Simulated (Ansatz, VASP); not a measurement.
Hg3P2 in VASP and in Ansatz

```
CELL_PARAMETERS angstrom
5.05134 0.00000 0.00000
0.00000 5.05134 0.00000
0.00000 0.00000 5.05134
ATOMIC_POSITIONS crystal
Hg 0.00000 0.50000 0.50000
Hg 0.50000 0.00000 0.50000
Hg 0.50000 0.50000 0.00000
P 0.00000 0.00000 0.00000
P 0.50000 0.50000 0.50000
```

Alike in both runs: task relaxation of cell and atoms; functional PBE; k mesh 8 × 8 × 8; occupations gaussian, width 0.1 eV; no spin polarisation.

|  | VASP | Ansatz |
| --- | --- | --- |
| version | VASP 6.6.1 | Ansatz 0.2.0 |
| potentials or method | VASP PAW PBE potentials, release 64 (Hg, P) | scalar-relativistic, plane waves, PAW |
| plane-wave cutoff (eV) | 600 | 420 |
| valence electrons in the cell | 46 | 70 |

|  | VASP | Ansatz | Ansatz less VASP |
| --- | --- | --- | --- |
| gap on the k mesh at the Fermi level, each at its own relaxed structure (eV) | none | none | - |
| relaxed volume (Å³/atom) | 26.25 | 26.03 | -0.214 |
| relaxed cell length with the largest relative difference (Å) | 5.082 | 5.068 | -0.0138 |
| energy change over the relaxation (meV/atom) | -1 | 0 | +0.8 |

A gap of «none» marks a metal or a gap that the smearing closes. The two sets of potentials don't hold the same shells in valence.

The runs have no spin-orbit coupling, so splittings on Hg are missing.
